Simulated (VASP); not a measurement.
Computed with PBEsol GGA, VASP's PBE PAW potentials (set 64) (plane waves; VASP).

VASP ran on this input.

### POSCAR
```
SrO(100) slab
1
    3.6303164040     0.0000000000    -0.0000000000
    0.0000000000     3.6303164040     0.0000000000
   -0.0000000000    -0.0000000000    25.1926280419
Sr O
4 4
Direct
  0.0000000000   0.5000000000   0.3471560000
  0.5000000000   0.0000000000   0.4490520000
  0.0000000000   0.5000000000   0.5509480000
  0.5000000000   0.0000000000   0.6528440000
  0.0000000000   0.5000000000   0.4490520000
  0.5000000000   0.0000000000   0.3471560000
  0.0000000000   0.5000000000   0.6528440000
  0.5000000000   0.0000000000   0.5509480000
```

INCAR:
```
! general
SYSTEM  = SrO(100) slab
PREC    = Normal
ENCUT   = 450
LREAL   = .False.   ! projection in real space or not
LASPH   = .True.

! electronic loop
EDIFF   = 1E-5   ! SCF stop (eV)
NELM    = 100
NELMIN  = 4
ALGO    = Normal
LMAXMIX = 4   ! l cut-off of mixed one-centre charges

! smearing
ISMEAR  = 0
SIGMA   = 0.05   ! width (eV)

! functional
GGA     = PS   ! PBEsol

! ions
IBRION  = 2   ! conjugate gradients
NSW     = 50
ISIF    = 2
EDIFFG  = -0.03   ! ionic stop

! output
LWAVE   = .True.
LCHARG  = .False.

! other
LDIPOL  = .True.
IDIPOL  = 3
DIPOL   = 0.5 0.5 0.5
```

**KPOINTS**
```
Automatic mesh
0
Gamma
6 6 1
0 0 0
```

POTCAR, in this order: Sr_sv O (PBE.64 set). Program: vasp_std.

Output

OUTCAR:
```
 ion  position               nearest neighbor table
   1  0.000  0.500  0.347-   6 2.57   6 2.57   6 2.57   6 2.57   5 2.57   2 3.63   2 3.63   2 3.63
                             2 3.63
   2  0.500  0.000  0.449-   5 2.57   5 2.57   5 2.57   5 2.57   8 2.57   6 2.57   3 3.63   3 3.63
                             3 3.63   3 3.63   1 3.63   1 3.63   1 3.63   1 3.63
   3  0.000  0.500  0.551-   8 2.57   8 2.57   8 2.57   8 2.57   5 2.57   7 2.57   2 3.63   2 3.63
                             2 3.63   2 3.63   4 3.63   4 3.63   4 3.63   4 3.63
   4  0.500  0.000  0.653-   7 2.57   7 2.57   7 2.57   7 2.57   8 2.57   3 3.63   3 3.63   3 3.63
                             3 3.63
   5  0.000  0.500  0.449-   2 2.57   2 2.57   2 2.57   2 2.57   3 2.57   1 2.57
   6  0.500  0.000  0.347-   1 2.57   1 2.57   1 2.57   1 2.57   2 2.57
   7  0.000  0.500  0.653-   4 2.57   4 2.57   4 2.57   4 2.57   3 2.57
   8  0.500  0.000  0.551-   3 2.57   3 2.57   3 2.57   3 2.57   2 2.57   4 2.57
  LATTYP: Found a simple tetragonal cell.
 ALAT       =     3.6303164040
 C/A-ratio  =     6.9395130447
 Subroutine PRICEL returns:
 Original cell was already a primitive cell.
 Subroutine GETGRP returns: Found 16 space group operations
The static configuration has the point symmetry D_2d.
 The point group associated with its full space group is D_4h.
The dynamic configuration has the point symmetry D_2d.
 Subroutine INISYM returns: Found 16 space group operations
 Subroutine IBZKPT returns following result:
 Found     10 irreducible k-points:
...
```

OSZICAR:
```
...
DAV:  15    -0.495939114357E+02    0.19769E-01   -0.60856E-02   944   0.986E-01    0.217E+00
DAV:  16    -0.495887507581E+02    0.51607E-02   -0.10055E-02  1140   0.436E-01    0.147E+00
DAV:  17    -0.495836072285E+02    0.51435E-02   -0.15031E-02   968   0.558E-01    0.715E-01
DAV:  18    -0.495829399258E+02    0.66730E-03   -0.51639E-03   982   0.299E-01    0.252E-01
DAV:  19    -0.495833539475E+02   -0.41402E-03   -0.31525E-04  1018   0.804E-02    0.235E-01
DAV:  20    -0.495834514852E+02   -0.97538E-04   -0.76877E-04   978   0.122E-01    0.874E-02
DAV:  21    -0.495834345749E+02    0.16910E-04   -0.22323E-04   970   0.572E-02    0.904E-03
DAV:  22    -0.495836125276E+02   -0.17795E-03   -0.21279E-05   628   0.176E-02    0.224E-02
DAV:  23    -0.495837443085E+02   -0.13178E-03   -0.21434E-05   642   0.186E-02    0.355E-02
DAV:  24    -0.495838445289E+02   -0.10022E-03   -0.12240E-05   580   0.136E-02    0.192E-02
DAV:  25    -0.495839121132E+02   -0.67584E-04   -0.15632E-05   600   0.148E-02    0.648E-03
DAV:  26    -0.495839248314E+02   -0.12718E-04   -0.19242E-06   548   0.651E-03    0.253E-03
DAV:  27    -0.495839326980E+02   -0.78666E-05   -0.78877E-07   494   0.281E-03
   1 F= -.49583933E+02 E0= -.49583933E+02  d E =-.495839E+02
       N       E                     dE             d eps       ncg     rms          rms(c)
DAV:   1    -0.495945812426E+02   -0.10656E-01   -0.59879E+00   768   0.121E+01    0.834E-01
DAV:   2    -0.496050581201E+02   -0.10477E-01   -0.12898E-01   828   0.172E+00    0.522E-01
DAV:   3    -0.496038909541E+02    0.11672E-02   -0.50140E-03  1218   0.347E-01    0.217E-01
DAV:   4    -0.496035736754E+02    0.31728E-03   -0.12365E-03   910   0.218E-01    0.785E-02
DAV:   5    -0.496035808822E+02   -0.72069E-05   -0.32344E-04   918   0.857E-02    0.425E-02
DAV:   6    -0.496035673319E+02    0.13550E-04   -0.75036E-05   784   0.390E-02    0.319E-02
DAV:   7    -0.496035590142E+02    0.83177E-05   -0.13272E-05   604   0.290E-02
   2 F= -.49603559E+02 E0= -.49603559E+02  d E =-.196263E-01
       N       E                     dE             d eps       ncg     rms          rms(c)
DAV:   1    -0.495656950422E+02    0.37872E-01   -0.31024E+01   760   0.277E+01    0.205E+00
DAV:   2    -0.496247887661E+02   -0.59094E-01   -0.73012E-01   870   0.414E+00    0.128E+00
DAV:   3    -0.496182084798E+02    0.65803E-02   -0.35492E-02  1186   0.912E-01    0.580E-01
DAV:   4    -0.496161703917E+02    0.20381E-02   -0.76648E-03   906   0.542E-01    0.212E-01
DAV:   5    -0.496162269893E+02   -0.56598E-04   -0.25428E-03  1002   0.250E-01    0.124E-01
DAV:   6    -0.496161625450E+02    0.64444E-04   -0.49125E-04  1018   0.990E-02    0.836E-02
DAV:   7    -0.496161129880E+02    0.49557E-04   -0.92788E-05  1098   0.753E-02    0.362E-02
DAV:   8    -0.496161149733E+02   -0.19853E-05   -0.91236E-05   850   0.470E-02
   3 F= -.49616115E+02 E0= -.49616115E+02  d E =-.321823E-01
       N       E                     dE             d eps       ncg     rms          rms(c)
DAV:   1    -0.496149959943E+02    0.11170E-02   -0.14467E+00   760   0.607E+00    0.459E-01
DAV:   2    -0.496176419667E+02   -0.26460E-02   -0.31995E-02   858   0.866E-01    0.285E-01
DAV:   3    -0.496174037762E+02    0.23819E-03   -0.12942E-03  1254   0.180E-01    0.111E-01
DAV:   4    -0.496173726476E+02    0.31129E-04   -0.27488E-04   866   0.963E-02    0.309E-02
DAV:   5    -0.496173832819E+02   -0.10634E-04   -0.42609E-05   816   0.377E-02    0.159E-02
DAV:   6    -0.496173908639E+02   -0.75820E-05   -0.54762E-06   506   0.140E-02
   4 F= -.49617391E+02 E0= -.49617391E+02  d E =-.334582E-01
       N       E                     dE             d eps       ncg     rms          rms(c)
DAV:   1    -0.496172740989E+02    0.10918E-03   -0.52342E+00   760   0.119E+01    0.857E-01
DAV:   2    -0.496269871080E+02   -0.97130E-02   -0.12220E-01   892   0.171E+00    0.531E-01
DAV:   3    -0.496260782459E+02    0.90886E-03   -0.53946E-03  1196   0.359E-01    0.251E-01
DAV:   4    -0.496258362428E+02    0.24200E-03   -0.14229E-03   846   0.221E-01    0.817E-02
DAV:   5    -0.496258393703E+02   -0.31275E-05   -0.44493E-04   968   0.126E-01    0.425E-02
DAV:   6    -0.496258386594E+02    0.71084E-06   -0.73024E-05   854   0.422E-02
   5 F= -.49625839E+02 E0= -.49625839E+02  d E =-.844780E-02
       N       E                     dE             d eps       ncg     rms          rms(c)
DAV:   1    -0.496244753148E+02    0.13641E-02   -0.17982E+00   760   0.696E+00    0.518E-01
DAV:   2    -0.496277752330E+02   -0.32999E-02   -0.41851E-02   898   0.100E+00    0.323E-01
DAV:   3    -0.496274719369E+02    0.30330E-03   -0.18221E-03  1204   0.210E-01    0.149E-01
DAV:   4    -0.496273946215E+02    0.77315E-04   -0.46217E-04   892   0.129E-01    0.452E-02
DAV:   5    -0.496273999706E+02   -0.53491E-05   -0.15870E-04   992   0.749E-02    0.239E-02
DAV:   6    -0.496273987336E+02    0.12370E-05   -0.25225E-05   708   0.255E-02
   6 F= -.49627399E+02 E0= -.49627399E+02  d E =-.100079E-01
       N       E                     dE             d eps       ncg     rms          rms(c)
DAV:   1    -0.496273835480E+02    0.16423E-04   -0.17167E-02   814   0.681E-01    0.508E-02
DAV:   2    -0.496274164807E+02   -0.32933E-04   -0.40825E-04   862   0.989E-02    0.318E-02
DAV:   3    -0.496274146298E+02    0.18509E-05   -0.13149E-05   582   0.210E-02    0.159E-02
DAV:   4    -0.496274154676E+02   -0.83784E-06   -0.80193E-06   500   0.169E-02
   7 F= -.49627415E+02 E0= -.49627415E+02  d E =-.100246E-01
       N       E                     dE             d eps       ncg     rms          rms(c)
DAV:   1    -0.496279117274E+02   -0.49710E-03   -0.37215E-01   760   0.323E+00    0.245E-01
DAV:   2    -0.496285286974E+02   -0.61697E-03   -0.86330E-03   860   0.472E-01    0.179E-01
DAV:   3    -0.496285330378E+02   -0.43404E-05   -0.60747E-04  1170   0.866E-02    0.987E-02
DAV:   4    -0.496285285680E+02    0.44698E-05   -0.82678E-05   862   0.592E-02
   8 F= -.49628529E+02 E0= -.49628529E+02  d E =-.111310E-02
       N       E                     dE             d eps       ncg     rms          rms(c)
DAV:   1    -0.496284085081E+02    0.12453E-03   -0.27755E-01   772   0.279E+00    0.218E-01
DAV:   2    -0.496288712932E+02   -0.46279E-03   -0.64921E-03   854   0.409E-01    0.160E-01
DAV:   3    -0.496288773294E+02   -0.60362E-05   -0.46128E-04  1122   0.773E-02    0.871E-02
DAV:   4    -0.496288789987E+02   -0.16693E-05   -0.60885E-05   796   0.510E-02
   9 F= -.49628879E+02 E0= -.49628879E+02  d E =-.146353E-02
       N       E                     dE             d eps       ncg     rms          rms(c)
DAV:   1    -0.496289834808E+02   -0.10615E-03   -0.36726E-01   772   0.332E+00    0.175E-01
DAV:   2    -0.496296563903E+02   -0.67291E-03   -0.84029E-03   840   0.473E-01    0.133E-01
DAV:   3    -0.496296357498E+02    0.20640E-04   -0.38505E-04  1200   0.860E-02    0.892E-02
DAV:   4    -0.496296149182E+02    0.20832E-04   -0.21961E-04   858   0.106E-01    0.267E-02
DAV:   5    -0.496296172592E+02   -0.23410E-05   -0.61207E-05   824   0.422E-02
  10 F= -.49629617E+02 E0= -.49629617E+02  d E =-.738260E-03
       N       E                     dE             d eps       ncg     rms          rms(c)
DAV:   1    -0.496249775995E+02    0.46373E-02   -0.33001E+00   760   0.997E+00    0.538E-01
DAV:   2    -0.496310346562E+02   -0.60571E-02   -0.75473E-02   846   0.142E+00    0.406E-01
DAV:   3    -0.496308341433E+02    0.20051E-03   -0.34486E-03  1186   0.255E-01    0.275E-01
DAV:   4    -0.496306007840E+02    0.23336E-03   -0.18706E-03  1012   0.311E-01    0.756E-02
DAV:   5    -0.496305991051E+02    0.16789E-05   -0.52803E-04   892   0.122E-01    0.360E-02
DAV:   6    -0.496306065375E+02   -0.74324E-05   -0.93073E-05   894   0.402E-02
  11 F= -.49630607E+02 E0= -.49630607E+02  d E =-.172754E-02
```

File OUTCAR:
```
------------------------ aborting loop because EDIFF is reached ----------------------------------------
  FORCE on cell =-STRESS in cart. coord.  units (eV):
  Direction    XX          YY          ZZ          XY          YZ          ZX
  --------------------------------------------------------------------------------------
  Total       -3.3430894     -3.3430894     -0.8730984      0.0000000      0.0000000      0.0000000
  in kB      -16.1322947    -16.1322947     -4.2131928      0.0000000      0.0000000      0.0000000
  external PRESSURE =     -12.1592607 kB  Pullay stress =       0.0000000 kB
  volume of cell :      332.02
      direct lattice vectors                 reciprocal lattice vectors
     3.630316404  0.000000000  0.000000000     0.275458084  0.000000000  0.000000000
     0.000000000  3.630316404  0.000000000     0.000000000  0.275458084  0.000000000
     0.000000000  0.000000000 25.192628042     0.000000000  0.000000000  0.039694152
 POSITION                                       TOTAL-FORCE (eV/Angst)
 -----------------------------------------------------------------------------------
      0.00000      1.81516      8.77304         0.000000     -0.000000      0.008618
      1.81516      0.00000     11.31241         0.000000     -0.000000     -0.018979
      0.00000      1.81516     13.88021         0.000000     -0.000000      0.018979
      1.81516      0.00000     16.41959         0.000000     -0.000000     -0.008618
      0.00000      1.81516     11.27341         0.000000     -0.000000     -0.002629
      1.81516      0.00000      8.83590        -0.000000     -0.000000      0.019051
      0.00000      1.81516     16.35673         0.000000      0.000000     -0.019051
      1.81516      0.00000     13.91922        -0.000000     -0.000000      0.002629
 -----------------------------------------------------------------------------------
    total drift:                                0.000000      0.000000     -0.000000
  FREE ENERGIE OF THE ION-ELECTRON SYSTEM (eV)
  ---------------------------------------------------
  free  energy   TOTEN  =       -49.6306065375 eV

  energy  without entropy=      -49.6306065375  energy(sigma->0) =      -49.63060654

 reached required accuracy - stopping structural energy minimisation
```
(Selected blocks of OUTCAR.)

File CONTCAR:
```
SrO(100) slab
   1.00000000000000
     3.6303164040000002    0.0000000000000000    0.0000000000000000
     0.0000000000000000    3.6303164040000002    0.0000000000000000
     0.0000000000000000    0.0000000000000000   25.1926280419000008
  Sr              O
     4     4
Direct
     0.0000000000000000    0.5000000000000000    0.3482382606378489
     0.5000000000000000    0.0000000000000000    0.4490367087745428
     0.0000000000000000    0.5000000000000000    0.5509632912254574
     0.5000000000000000    0.0000000000000000    0.6517617393621512
     0.0000000000000000    0.5000000000000000    0.4474884211387328
     0.5000000000000000    0.0000000000000000    0.3507336067966089
     0.0000000000000000    0.5000000000000000    0.6492663932033911
     0.5000000000000000    0.0000000000000000    0.5525115788612670
```

At this cut-off the stress carries a Pulay error, which pulls relaxed volumes low.

The cell is a thin slab with vacuum, built from SrO (rock salt): (100) face.
